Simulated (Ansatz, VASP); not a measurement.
# Au (zigzag Au chain) in two plane-wave programs

Aim: how closely do two programs agree when they are given the same cell, functional and k mesh? The structure shown is the start of the Ansatz relaxation below; VASP solves that cell, so the two are compared at the walk's first step.

Program: Ansatz 0.2.0. Level of theory: plane waves, with VASP 6.6.1 beside it; single point at PBE. Results are calculated unless marked as measured.

## Step 1: Starting point

The cell holds 2 atoms: 2 Au. Its edges and angles: a = 9.000 Å, b = 7.500 Å, c = 4.563 Å, α = 90.0°, β = 90.0°, γ = 90.0°. Vacuum lies along a and b. The structure's axis is c.

Structure file:

```cif
data_structure
_symmetry_space_group_name_H-M 'P 1'
_symmetry_Int_Tables_number 1
_cell_length_a 9.0000
_cell_length_b 7.5000
_cell_length_c 4.5631
_cell_angle_alpha 90.000
_cell_angle_beta 90.000
_cell_angle_gamma 90.000
_cell_volume 308.01
loop_
_atom_site_label
_atom_site_type_symbol
_atom_site_fract_x
_atom_site_fract_y
_atom_site_fract_z
_atom_site_occupancy
Au1 Au 0.43260 0.50000 0.00000 1
Au2 Au 0.56740 0.50000 0.50000 1
```

## Step 2: Ansatz: relaxation, PBE

Ansatz runs on its default PAW (the set named soft_2) files.

The two programs are compared at the cell with which this relaxation starts, whose forces are those of its first step.

File input.yaml:

```yaml
crystal:
  lattice:
    - [9.0, 0.0, 0.0]
    - [0.0, 7.5, 0.0]
    - [0.0, 0.0, 4.5630731599]
  atoms:
    - { symbol: Au, position: [0.432604749, 0.5, 0.0] }
    - { symbol: Au, position: [0.567395251, 0.5, 0.5] }
kpoints:
  mp_grid: { grid: [1, 1, 18] }
scf:
  occupations: { method: fermi_dirac, width: 0.05 }
hamiltonian:
  xc: pbe
relax:
  cell: { fix: [a, b, alpha, beta, gamma] }
  max_steps: 60
```

Run with:

```sh
ansatz run input.yaml --threads 4 --pin off --max-ram 8192MiB --backend cpu --events-out ev --progress --plain --runs-dir out
```

Numbers of over 12 decimals in the logs are rounded to 6 here.

The program printed:

```text
Engine: ansatz 0.2.0, aarch64-unknown-linux-gnu
Pseudopotentials: kind: paw
Pseudopotential: Au, paw, valence charge 19, recommended cutoff 420 eV (normal), Au.paw.azcp
Functional definition: PBE
  parameter kappa = 0.804
  parameter beta = 0.066725
  exchange = pbe_x(kappa = kappa, mu = beta*pi^2/3)
  correlation = pbe_c(beta = beta)
Crystal: 2 atoms, lattice volume = 308.007 Å³
Basis set: ecut = 420 eV, 5997 PW (Γ), exchange–correlation on 128×108×64 points (8 copies of the dense FFT grid, shifted against one another)
Bands: 23, of which v1, the nominal top of the filled ones, is band 19 counted from 1 (18 counted from 0)
Symmetry: 8 space group operations
Space group: Pmma (ITA 51), of the structure as read, at distance tolerance 6.8e-5 Å
k-points: 10 of 18
Non-local potential: Au, projectors of the file, l = 0: 3, l = 1: 2, l = 2: 2, l = 3: 1
PAW form: soft (Blöchl's): semilocal exchange-correlation on the pseudo side does not see the compensation charge
PAW one-centre angular grid: Au, 590 points (default); XC on 64 Gauss nodes
Initial density: superposition of atomic densities (neutral atoms: chi_scale 0, normalization atom), corrected by the library's trained network
Initial wavefunctions: pseudopotential atomic-orbital guess
Functional: x = pbe(κ = 0.804, μ = 0.219515), c = pbe(β = 0.066725)
SCF iter   1: F=—  HF=-26296.089536 eV  |F-HF|=—  |Δ(HF+E_count)|=         —  Δρ=1.42e-3  dr2=3.56e-3  ethr=1.77e-3  ⟨swp⟩=6.5  Hψ=1158  notcnv=0
preconditioner: auto → LDOS  [insulator: Δε(μ)=0.419 eV  Ē_g=6.088 eV  σ=0.050 eV  W_gap=0.50  n_scr=38 (ndim 8)  ℏωp=9.9 eV  f_vac=0.733  D(μ)=1.12/eV (n_scr^D=2)  ε∞_Penn≈3.7  β→1.0]
SCF iter   2: F=—  HF=-26296.096125 eV  |F-HF|=—  |Δ(HF+E_count)|=   6.59e-3  Δρ=3.96e-4  dr2=8.33e-4  ethr=9.37e-6  ⟨swp⟩=2.8  Hψ=468  notcnv=0
SCF iter   3: F=—  HF=-26296.096003 eV  |F-HF|=—  |Δ(HF+E_count)|=   1.22e-4  Δρ=2.47e-4  dr2=3.15e-4  ethr=2.19e-6  ⟨swp⟩=2.0  Hψ=370  notcnv=0
SCF iter   4: F=—  HF=-26296.095944 eV  |F-HF|=—  |Δ(HF+E_count)|=   5.86e-5  Δρ=8.09e-5  dr2=3.28e-5  ethr=8.28e-7  ⟨swp⟩=2.0  Hψ=313  notcnv=0
SCF iter   5: F=—  HF=-26296.095917 eV  |F-HF|=—  |Δ(HF+E_count)|=   2.69e-5  Δρ=2.15e-5  dr2=2.05e-6  ethr=8.62e-8  ⟨swp⟩=2.0  Hψ=340  notcnv=0
SCF iter   6: F=-26296.095917 eV  HF=-26296.095917 eV  |F-HF|=3.86e-8  |Δ(HF+E_count)|=   3.71e-7  Δρ=3.93e-6  dr2=7.19e-8  ethr=2.63e-10  ⟨swp⟩=3.0  Hψ=993  notcnv=0
SCF 1 converged in 6 iterations: F = -26296.095917 eV  dr2 = 7.19e-8
  greatest PAW one-centre occupation: 1.000 electrons in one spin orbital (limit 2), on the Au atom at site 1 (counted from 0), in its partial waves of l = 0
relax step   1: F+E_penalty+E_count = -26296.09591683 eV  Δ(F+E_penalty+E_count) = +0.000e0 eV  max|allowed force component| = 4.655e-1 eV/Å  Δτ_max = 0.0000 Å  P = -0.230 GPa  Ω = 308.007 Å³  fix = [a, b, alpha, beta, gamma]  reactions: a -0.314, b -0.083 GPa  (6 SCF iters, dr2 threshold 1.00e-7 eV, accepted)
[...]
relax step   2: F+E_penalty+E_count = -26296.13017553 eV  Δ(F+E_penalty+E_count) = -3.426e-2 eV  max|allowed force component| = 2.531e-1 eV/Å  Δτ_max = 0.1149 Å  P = +0.266 GPa  Ω = 311.882 Å³  energy of the carried Pulay correction = -1.642e-4 eV  fix = [a, b, alpha, beta, gamma]  reactions: a +0.113, b -0.079 GPa  (7 SCF iters, dr2 threshold 2.00e-7 eV, accepted)
[...]
relax step   3: F+E_penalty+E_count = -26296.14036877 eV  Δ(F+E_penalty+E_count) = -1.019e-2 eV  max|allowed force component| = 4.956e-3 eV/Å  Δτ_max = 0.0191 Å  P = +0.031 GPa  Ω = 313.738 Å³  energy of the carried Pulay correction = -2.421e-4 eV  fix = [a, b, alpha, beta, gamma]  reactions: a -0.013, b -0.080 GPa  (6 SCF iters, dr2 threshold 2.00e-7 eV, accepted)
[...]
relax step   4: F+E_penalty+E_count = -26296.14138966 eV  Δ(F+E_penalty+E_count) = -1.021e-3 eV  max|allowed force component| = 9.582e-3 eV/Å  Δτ_max = 0.0133 Å  P = -0.037 GPa  Ω = 316.311 Å³  energy of the carried Pulay correction = -3.494e-4 eV  fix = [a, b, alpha, beta, gamma]  reactions: a -0.010, b -0.079 GPa  (5 SCF iters, dr2 threshold 8.61e-8 eV, accepted)
[...]
relax step   5: F+E_penalty+E_count = -26296.14182542 eV  Δ(F+E_penalty+E_count) = -4.358e-4 eV  max|allowed force component| = 9.417e-3 eV/Å  Δτ_max = 0.0000 Å  P = -0.038 GPa  Ω = 316.311 Å³  fix = [a, b, alpha, beta, gamma]  reactions: a -0.011, b -0.081 GPa  stress off target by 2.22e-2 GPa on what of the cell is left free  SCF on the basis re-selected at this cell (its energy is not comparable with the rows above)  (6 SCF iters)
basis re-selected at this cell: Δ(F+E_penalty+E_count) = -4.358e-4 eV, ΔP = -0.001 GPa vs the last step (what re-selecting the basis moved, of the pressure what is left beyond the Pulay correction that the steps carried, after the strain that the cell walked since its last selection, with what the two solves' SCF thresholds leave and, on support functions, any second-order correction that the steps lacked; it is no m [...]
SCF converged after 6 iterations
Free energy (F): -26296.141825 eV
Harris-Foulkes:  -26296.141825 eV  (|F-HF|=7.41e-9)
Internal energy: -26296.134043 eV  (E = F + TS)
E sigma→0 (E₀):  -26296.137934 eV
Entropy (-TS):   -0.007782 eV (-3.891 meV/atom)
Fermi energy:    -3.065350 eV
--- Per-component energies (eV) ---
  E_band       = -1236.809297
  E_kinetic    = 1211.067016
  E_local      = -12155.604344  (includes V_loc(G=0)·N_el)
  E_nonlocal   = 149.309535
  E_hartree    = 5415.462957
  E_xc         = -452.592264
  E_vxc        = -545.196530  (∫ρ·V_xc dr)
  E_paw        = -19415.369926  (= ΣΔE_a)
  E_vpaw       = -727.313830  (= ΣTr[D̂ρ^β])
  E_aug_tail   = 0.002886  (compensation charges beyond the density's cutoff)
  E_ewald      = -1048.409904
  E_smearing   = -0.007782  (= −TS)
  E_closure    = 0.000000  (closes the sum)
  Σ components = -26296.141825   (vs F -26296.141825, Δ=0.00e0)
--- Forces (eV/Å), atoms counted from 1 ---
  atom   1  Au    -0.00941662     0.00000000     0.00000000
  atom   2  Au     0.00941662    -0.00000000    -0.00000000
  max |Σ_I F_I| component: 6.06e-28 eV/Å
--- Stress (GPa, compression-positive) ---
       -0.010822       0.000000       0.000000
        0.000000      -0.081255       0.000000
        0.000000       0.000000      -0.022212
  P = ⅓ Tr σ = -0.0381 GPa (-0.381 kbar)
--- Relaxed structure (4 steps of the walk, 4 accepted, 1 SCFs on fresh bases) ---
  F+E_penalty+E_count = -26296.14182542 eV   max|allowed force component| = 9.417e-3 eV/Å   (the final SCF, on the basis selected at the relaxed cell)
  cell:  # Å, volume = 316.3109 Å³
    - [9.0, 0.0, 0.0]
    - [0.0, 7.5, 0.0]
    - [0.0, 0.0, 4.686087]
  atoms:
    - { symbol: Au, position: [0.444735, 0.500000, 0.0] }
    - { symbol: Au, position: [0.555265, 0.500000, 0.500000] }
```

In the SCF lines HF is the Harris–Foulkes energy and dr2 the Hartree energy of the density residual, in eV; the loop may stop once dr2 is under the threshold and the program's other checks hold. Hψ counts applications of the Hamiltonian.

## Step 3: VASP: single point, PBE, start cell

The same cell, functional, mesh and smearing now go to VASP, with its own data sets.

Lines of VASP's logs that name or quote its potential files are left out, and so is its time.

File INCAR:

```
SYSTEM = Au
PREC = Accurate
ENCUT = 400
EDIFF = 1E-06
NELM = 120
ISMEAR = -1
SIGMA = 0.05
LREAL = .FALSE.
ALGO = Normal
GGA = PE
NBANDS = 17
LASPH = .TRUE.
LORBIT = 11
LWAVE = .FALSE.
LCHARG = .FALSE.
ISIF = 2
GGA_COMPAT = .FALSE.
KPAR = 2
```

File POSCAR:

```
Au
1.0
    9.0000000000      0.0000000000      0.0000000000
    0.0000000000      7.5000000000      0.0000000000
    0.0000000000      0.0000000000      4.5630730000
Au
2
Direct
    0.4326047778      0.5000000000      0.0000000000
    0.5673952222      0.5000000000      0.5000000000
```

File KPOINTS:

```
Automatic mesh
0
Gamma
1 1 18
0 0 0
```

Potentials, in the order of the species: Au (PBE family, release 64).

Run with:

```sh
mpirun -np 2 vasp_std
```

The program printed:

```text
[banner, memory and clock lines left out]
running    2 mpi-ranks, on    1 nodes
 distrk:  each k-point on    1 cores,    2 groups
 distr:  one band on    1 cores,    1 groups

 POSCAR found type information on POSCAR Au
 POSCAR found :  1 types and       2 ions
 LDA part: xc-table for (Slater+PW92), standard interpolation
 POSCAR, INCAR and KPOINTS ok, starting setup
 FFT: planning ... GRIDC
 FFT: planning ... GRID_SOFT
 FFT: planning ... GRID
 WAVECAR not read
 entering main loop
       N       E                     dE             d eps       ncg     rms          rms(c)
DAV:   1     0.137145532052E+03    0.13715E+03   -0.60983E+03   340   0.752E+02
DAV:   2     0.627369380859E+01   -0.13087E+03   -0.11960E+03   560   0.138E+02
DAV:   3    -0.411306096837E+01   -0.10387E+02   -0.10261E+02   368   0.504E+01
DAV:   4    -0.419631970004E+01   -0.83259E-01   -0.83224E-01   362   0.514E+00
DAV:   5    -0.419795541963E+01   -0.16357E-02   -0.16354E-02   403   0.750E-01    0.571E+00
DAV:   6    -0.392455431764E+01    0.27340E+00   -0.95894E-01   380   0.632E+00    0.402E+00
DAV:   7    -0.389969540974E+01    0.24859E-01   -0.61727E-02   364   0.129E+00    0.199E+00
DAV:   8    -0.389579811661E+01    0.38973E-02   -0.79457E-03   346   0.549E-01    0.141E-01
DAV:   9    -0.389639694632E+01   -0.59883E-03   -0.57044E-04   378   0.138E-01    0.467E-02
DAV:  10    -0.389758189809E+01   -0.11850E-02   -0.43570E-04   370   0.106E-01    0.319E-02
DAV:  11    -0.389790351978E+01   -0.32162E-03   -0.13083E-04   368   0.582E-02    0.182E-02
DAV:  12    -0.389816893697E+01   -0.26542E-03   -0.65584E-05   343   0.457E-02    0.691E-03
DAV:  13    -0.389818886855E+01   -0.19932E-04   -0.37631E-06   358   0.109E-02    0.376E-03
DAV:  14    -0.389820489178E+01   -0.16023E-04   -0.27674E-06   334   0.892E-03    0.967E-04
DAV:  15    -0.389820835911E+01   -0.34673E-05   -0.24289E-07   271   0.233E-03    0.497E-04
DAV:  16    -0.389821058863E+01   -0.22295E-05   -0.31956E-07   266   0.167E-03    0.281E-04
DAV:  17    -0.389821065769E+01   -0.69059E-07   -0.17959E-08   270   0.560E-04
   1 F= -.38982107E+01 E0= -.38943062E+01  d E =-.780886E-02
```

Parts of OUTCAR (step 3):

```text
ion  position               nearest neighbor table
   1  0.433  0.500  0.000-   2 2.58   2 2.58
   2  0.567  0.500  0.500-   1 2.58   1 2.58

  LATTYP: Found a simple orthorhombic cell.
 ALAT       =     4.5630730000
 B/A-ratio  =     1.6436291946
 C/A-ratio  =     1.9723550335

 Subroutine GETGRP returns: Found  8 space group operations
 (whereof  4 operations were pure point group operations)

The static configuration has the point symmetry C_2v.
 The point group associated with its full space group is D_2h.

 Found     10 irreducible k-points:

   k-points           NKPTS =     10   k-points in BZ     NKDIM =     10   number of bands    NBANDS=     17

   dimension x,y,z NGX =    60 NGY =   50 NGZ =   30
   dimension x,y,z NGXF=   120 NGYF=  100 NGZF=   60

   ENCUT  =  400.0 eV  29.40 Ry    5.42 a.u.  14.68 12.23  7.44*2*pi/ulx,y,z

   NELECT =      22.0000    total number of electrons

 k-points in reciprocal lattice and weights: Automatic mesh
   0.00000000  0.00000000  0.00000000       0.056
   0.00000000  0.00000000  0.05555556       0.111
   0.00000000  0.00000000  0.11111111       0.111
   0.00000000  0.00000000  0.16666667       0.111
   0.00000000  0.00000000  0.22222222       0.111
   0.00000000  0.00000000  0.27777778       0.111
   0.00000000  0.00000000  0.33333333       0.111
   0.00000000  0.00000000  0.38888889       0.111
   0.00000000  0.00000000  0.44444444       0.111
   0.00000000  0.00000000  0.50000000       0.056

 average (electrostatic) potential at core
       1 -75.7469       2 -75.7469

 E-fermi :  -3.9434

 k-point     1 :       0.0000    0.0000    0.0000
  band No.  band energies     occupation
    ...
      7      -5.8231      2.00000
      8      -5.7215      2.00000
      9      -5.4059      2.00000
     10      -5.2645      2.00000
     11      -4.9785      2.00000
     12      -2.0297      0.00000
     13      -0.3771      0.00000
     14       0.7366      0.00000
     15       1.8863      0.00000
     16       2.0799      0.00000
    ...

 k-point     2 :       0.0000    0.0000    0.0556
  band No.  band energies     occupation
    ...
      7      -5.8132      2.00000
      8      -5.7491      2.00000
      9      -5.3539      2.00000
     10      -5.2667      2.00000
     11      -4.9829      2.00000
     12      -2.0145      0.00000
     13      -0.3423      0.00000
     14       0.7559      0.00000
     15       1.5790      0.00000
     16       2.0983      0.00000
    ...

 k-point     3 :       0.0000    0.0000    0.1111
  band No.  band energies     occupation
    ...
      7      -5.7842      2.00000
      8      -5.7638      2.00000
      9      -5.2725      2.00000
     10      -5.2443      2.00000
     11      -4.9960      2.00000
     12      -1.9748      0.00000
     13      -0.2394      0.00000
     14       0.8135      0.00000
     15       0.9694      0.00000
     16       2.1521      0.00000
    ...

  Total       -0.6342974     -0.1871308     -0.6209249      0.0000000      0.0000000      0.0000000
  in kB       -3.2994560     -0.9734073     -3.2298954      0.0000000      0.0000000      0.0000000
  external PRESSURE =      -2.5009196 kB  Pullay stress =       0.0000000 kB

  energy-cutoff  :      400.00
  volume of cell :      308.01
      direct lattice vectors                 reciprocal lattice vectors
     9.000000000  0.000000000  0.000000000     0.111111111  0.000000000  0.000000000
     0.000000000  7.500000000  0.000000000     0.000000000  0.133333333  0.000000000
     0.000000000  0.000000000  4.563073000     0.000000000  0.000000000  0.219150559

 POSITION                                       TOTAL-FORCE (eV/Angst)
 -----------------------------------------------------------------------------------
      3.89344      3.75000      0.00000         0.468546      0.000000      0.000000
      5.10656      3.75000      2.28154        -0.468546      0.000000      0.000000
 -----------------------------------------------------------------------------------
    total drift:                                0.000000      0.000000      0.000000

  FREE ENERGIE OF THE ION-ELECTRON SYSTEM (eV)
  ---------------------------------------------------
  free  energy   TOTEN  =        -3.8982106577 eV

  energy  without entropy=       -3.8904017985  energy(sigma->0) =       -3.89430623

 total charge
# of ion       s       p       d       tot
------------------------------------------
    1        0.621   0.111   8.850   9.582
    2        0.621   0.111   8.850   9.582
--------------------------------------------------
tot          1.241   0.222  17.701  19.164

[... 3 further parts left out ...]
```

## Step 4: Comparison

Known differences besides the potentials themselves: the data sets hold 38 valence electrons in Ansatz (on its default PAW (the set named soft_2) files) and 22 in VASP; the cutoff is 420 eV in Ansatz and 400 eV in VASP. Total energies have different zeros and are not compared.

Forces (eV/Å; atoms numbered as in POSCAR):

```csv
atom,"Ansatz x, y, z","VASP x, y, z"
Au1,"0.466, 0.000, 0.000","0.469, 0.000, 0.000"
Au2,"-0.466, 0.000, 0.000","-0.469, 0.000, 0.000"
```

The forces differ by 1.7 meV/Å r.m.s., which is 0.6 % of the r.m.s. force of 0.271 eV/Å (both taken over all components).

## Step 5: Summary of results

```json
{"r.m.s. force difference (single point, PBE, start cell)": "0.64 % of the r.m.s. force"}
```

What this shows: The r.m.s. force difference is 0.64 % of the r.m.s. force (single point, PBE, start cell), within the 3 % picked in this series as the mark of a large difference. The data sets hold unlike numbers of valence electrons (38 in Ansatz and 22 in VASP), so part of the differences comes from the potentials. Such differences can come from data sets, numerical settings and the points named under the comparisons, not from the functional's error against experiment.

[Lines on the potential files, build, host, timing and source positions are cut from VASP's logs without a mark.]

[Logs are printed without paths, hosts, clocks, repeated set-up lines and the standing remarks that a program may print on its own settings, such as how far it seeks lower states.]

[Hosts, paths, dates, database ids (printed as entryN), source tags and the programs' standing remarks are cut or masked in the printed files.]
